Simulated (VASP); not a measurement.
These are PBE GGA with D3 dispersion (Becke-Johnson damping), VASP's PBE PAW potentials (set 64) (plane waves; VASP) values and carry that method's errors.

Input for VASP

### POSCAR
```
Na
1
   -2.0763812199     2.0763812199     2.0763812199
    2.0763812199    -2.0763812199     2.0763812199
    2.0763812199     2.0763812199    -2.0763812199
Na
1
Direct
  0.0000000000   0.0000000000   0.0000000000
```

### INCAR
```
! general
SYSTEM = Na
PREC   = Accurate
ENCUT  = 520
LREAL  = .FALSE.   ! projection in real space or not
LASPH  = .TRUE.   ! aspherical one-centre terms

! electronic loop
EDIFF  = 1E-7   ! SCF stop (eV)
NELM   = 100   ! most electronic steps
ALGO   = Normal   ! blocked Davidson

! smearing
ISMEAR = 1
SIGMA  = 0.1

! functional
GGA    = PE
IVDW   = 12   ! D3, Becke-Johnson

! ions
ISIF   = 2   ! forces and stress, cell fixed

! output
LWAVE  = .FALSE.
LCHARG = .FALSE.
```

File KPOINTS:
```
Automatic mesh
0
Gamma
13 13 13
0 0 0
```

POTCAR, in this order: Na_pv (PBE.64 set). Program: vasp_std.

Output of the run:

OSZICAR:
```
       N       E                     dE             d eps       ncg     rms          rms(c)
DAV:   1     0.207215839810E+02    0.20722E+02   -0.39897E+03  1176   0.870E+02
DAV:   2    -0.897644785278E+00   -0.21619E+02   -0.21612E+02  1239   0.140E+02
DAV:   3    -0.130632803591E+01   -0.40868E+00   -0.40868E+00  1540   0.273E+01
DAV:   4    -0.130967202736E+01   -0.33440E-02   -0.33440E-02  1400   0.224E+00
DAV:   5    -0.130972065328E+01   -0.48626E-04   -0.48626E-04  1540   0.235E-01    0.208E-01
DAV:   6    -0.130925075972E+01    0.46989E-03   -0.55130E-04  1365   0.373E-01    0.139E-01
DAV:   7    -0.130892506617E+01    0.32569E-03   -0.11154E-03  1330   0.451E-01    0.162E-02
DAV:   8    -0.130891840933E+01    0.66568E-05   -0.47699E-05  1442   0.156E-01    0.214E-03
DAV:   9    -0.130891853970E+01   -0.13037E-06   -0.18673E-07  1323   0.552E-03    0.984E-04
DAV:  10    -0.130891844624E+01    0.93458E-07   -0.61167E-08  1253   0.357E-03
   1 F= -.14683239E+01 E0= -.14681189E+01  d E =-.614765E-03
```

File OUTCAR:
```
------------------------ aborting loop because EDIFF is reached ----------------------------------------
 Edisp (eV)   -0.15941
  FORCE on cell =-STRESS in cart. coord.  units (eV):
  Direction    XX          YY          ZZ          XY          YZ          ZX
  --------------------------------------------------------------------------------------
  Total      -0.09522    -0.09522    -0.09522    -0.00000     0.00000     0.00000
  in kB      -4.26032    -4.26032    -4.26032    -0.00000     0.00000     0.00000
  external pressure =       -4.26 kB  Pullay stress =        0.00 kB
  volume of cell :       35.81
      direct lattice vectors                 reciprocal lattice vectors
    -2.076381220  2.076381220  2.076381220     0.000000000  0.240803565  0.240803565
     2.076381220 -2.076381220  2.076381220     0.240803565  0.000000000  0.240803565
     2.076381220  2.076381220 -2.076381220     0.240803565  0.240803565  0.000000000
 POSITION                                       TOTAL-FORCE (eV/Angst)
 -----------------------------------------------------------------------------------
      0.00000      0.00000      0.00000         0.000000     -0.000000      0.000000
 -----------------------------------------------------------------------------------
    total drift:                                0.000000     -0.000000      0.000000
  FREE ENERGIE OF THE ION-ELECTRON SYSTEM (eV)
  ---------------------------------------------------
  free  energy   TOTEN  =        -1.4683238622 eV

  energy  without entropy=       -1.4677090973  energy(sigma->0) =       -1.46811894
```
(Selected blocks of OUTCAR.)

The compound is Na in the bcc structure. This cell is one point of a volume scan, at 1.06 of the reference volume.
